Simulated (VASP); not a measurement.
Method: PBE GGA, VASP's PBE PAW potentials (set 64) (plane waves; VASP).

A VASP calculation is set up with these files.

INCAR:
```
ALGO = Fast
EDIFF = 1E-5
EDIFFG = -0.03
ENCUT = 400
GGA = PE
IBRION = 2
ISIF = 2
ISMEAR = 0
ISYM = 0
LASPH = .TRUE.
LCHARG = .FALSE.
LMAXMIX = 4
LREAL = Auto
LWAVE = .TRUE.
NELM = 100
NELMIN = 4
NSW = 60
PREC = Normal
SIGMA = 0.05
SYSTEM = AlGa35N36
```

File KPOINTS:
```
Automatic mesh
0
Gamma
1 1 1
0 0 0
```

### POSCAR
```
AlGa35N36
1.0
  4.8683178927  -8.4321738171   0.0000000000
  4.8683178927   8.4321738171   0.0000000000
  0.0000000000   0.0000000000  10.5562839806
Ga N Al
35 36 1
Direct
  0.2222220000   0.1111110000   0.2500000000
  0.1111110000   0.2222220000   0.0000000000
  0.2222220000   0.1111110000   0.7500000000
  0.1075820000   0.2211740000   0.4992540000
  0.2161800000   0.4414330000   0.2457970000
  0.1111110000   0.5555560000   0.0000000000
  0.2260990000   0.4435850000   0.7485860000
  0.1102450000   0.5540330000   0.5045960000
  0.2222220000   0.7777780000   0.2500000000
  0.1111110000   0.8888890000   0.0000000000
  0.2222220000   0.7777780000   0.7500000000
  0.1111110000   0.8888890000   0.5000000000
  0.5555560000   0.1111110000   0.2500000000
  0.4444440000   0.2222220000   0.0000000000
  0.5555560000   0.1111110000   0.7500000000
  0.4461440000   0.2185300000   0.4976840000
  0.5575120000   0.4476160000   0.2539430000
  0.4444440000   0.5555560000   0.0000000000
  0.5498240000   0.4400290000   0.7534860000
  0.5602940000   0.7819460000   0.2489580000
  0.4444440000   0.8888890000   0.0000000000
  0.5493940000   0.7740510000   0.7528080000
  0.4446970000   0.8860930000   0.4977150000
  0.8888890000   0.1111110000   0.2500000000
  0.7777780000   0.2222220000   0.0000000000
  0.8888890000   0.1111110000   0.7500000000
  0.7777780000   0.2222220000   0.5000000000
  0.8888890000   0.4444440000   0.2500000000
  0.7777780000   0.5555560000   0.0000000000
  0.8888890000   0.4444440000   0.7500000000
  0.7758290000   0.5530480000   0.4974090000
  0.8888890000   0.7777780000   0.2500000000
  0.7777780000   0.8888890000   0.0000000000
  0.8888890000   0.7777780000   0.7500000000
  0.7772860000   0.8904000000   0.5000870000
  0.2222220000   0.1111110000   0.4385000000
  0.1111110000   0.2222220000   0.1885000000
  0.2222220000   0.1111110000   0.9385000000
  0.1111110000   0.2222220000   0.6885000000
  0.2230530000   0.4445900000   0.4340300000
  0.1111110000   0.5555560000   0.1885000000
  0.2222220000   0.4444440000   0.9385000000
  0.1111110000   0.5555560000   0.6885000000
  0.2222220000   0.7777780000   0.4385000000
  0.1111110000   0.8888890000   0.1885000000
  0.2222220000   0.7777780000   0.9385000000
  0.1111110000   0.8888890000   0.6885000000
  0.5555560000   0.1111110000   0.4385000000
  0.4444440000   0.2222220000   0.1885000000
  0.5555560000   0.1111110000   0.9385000000
  0.4444440000   0.2222220000   0.6885000000
  0.5519610000   0.4441200000   0.4357410000
  0.4444440000   0.5555560000   0.1885000000
  0.5555560000   0.4444440000   0.9385000000
  0.4470490000   0.5578830000   0.6904340000
  0.5553230000   0.7724720000   0.4391340000
  0.4444440000   0.8888890000   0.1885000000
  0.5555560000   0.7777780000   0.9385000000
  0.4444440000   0.8888890000   0.6885000000
  0.8888890000   0.1111110000   0.4385000000
  0.7777780000   0.2222220000   0.1885000000
  0.8888890000   0.1111110000   0.9385000000
  0.7777780000   0.2222220000   0.6885000000
  0.8888890000   0.4444440000   0.4385000000
  0.7777780000   0.5555560000   0.1885000000
  0.8888890000   0.4444440000   0.9385000000
  0.7777780000   0.5555560000   0.6885000000
  0.8888890000   0.7777780000   0.4385000000
  0.7777780000   0.8888890000   0.1885000000
  0.8888890000   0.7777780000   0.9385000000
  0.7777780000   0.8888890000   0.6885000000
  0.4397140000   0.5552520000   0.4992920000
```

POTCAR, in this order: Ga N Al (PBE.64 set). Program: vasp_gam.

What will the output report for the number of irreducible k-points (NKPTS), largest plane-wave count, FFT grid (NGX, NGY, NGZ)?

| Quantity | Result |
|---|---|
| number of irreducible k-points (NKPTS) | 1 |
| largest plane-wave count | 7908 |
| FFT grid (NGX, NGY, NGZ) | 48 × 48 × 54 |

The cell is a supercell with a defect, built from GaN (wurtzite): Al_Ga. The run is not spin-polarised, so no state with unpaired spins was tried.
